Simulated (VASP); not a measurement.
## NbRe (space group Cmmm): computed properties

The numbers are results of PBEsol GGA, VASP's PBE PAW potentials (set 64) (plane waves; VASP 6.6.1), not measurements.

| Item | Value |
|---|---|
| space group | Cmmm (65) |
| cell | a = 3.1515 Å, b = 4.4963 Å, c = 4.4614 Å, α = 90.00°, β = 90.00°, γ = 90.00° |
| volume per atom | 15.80 Å³/atom |
| band gap (over mesh and band path) | none (metal, semimetal or under 0.01 eV) |
| band gap with spin-orbit coupling | none (metallic) |
| density | 14.66 g/cm³ |

```yaml
crystal:
  lattice:
    - [1.57574, -2.24815, 0.00000]
    - [1.57574, 2.24815, 0.00000]
    - [0.00000, 0.00000, 4.46144]
  atoms:
    - { symbol: Nb, position: [0.00000, 0.00000, 0.00000] }
    - { symbol: Re, position: [0.50000, 0.50000, 0.50000] }
```

Unless said otherwise, spin-orbit coupling is left out, though it shifts the bands of the heavy elements here.

The structure comes from a computed database's NbRe entry (Cmmm); how it stands against other phases isn't given here. It was relaxed first. Symmetry was kept, so distortions that lower it aren't found.
